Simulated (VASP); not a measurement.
Input:

```xyz
4
Lattice="3.8805 0.0000 0.0000 -1.9403 3.3606 0.0000 0.0000 0.0000 6.7485" Properties=species:S:1:pos:R:3 pbc="T T T"
Na     0.0000     0.0000     0.0000
Na     0.0000     0.0000     3.3742
Cl     0.0000     2.2404     1.6871
Cl     1.9403     1.1202     5.0613
```

Method: PBEsol GGA, VASP's PBE PAW potentials (set 64) (plane waves; VASP 6.6.1). Numerical set-up: 400 eV cut-off, 7×7×4 Γ-centred mesh, tetrahedra with Blöchl corrections, potentials Na_pv Cl.

Question: Estimate the energy per atom (σ→0).

Answer: 
```yaml
energy per atom (σ→0): -335.2 kJ/mol-atom
```

The absolute energy has meaning only against runs of the same code, potentials and settings.

The structure was generated: NaCl was put into the NiAs type type (P6_3/mmc), which need not be its known phase. It was relaxed first, which changed the volume by -6 %.
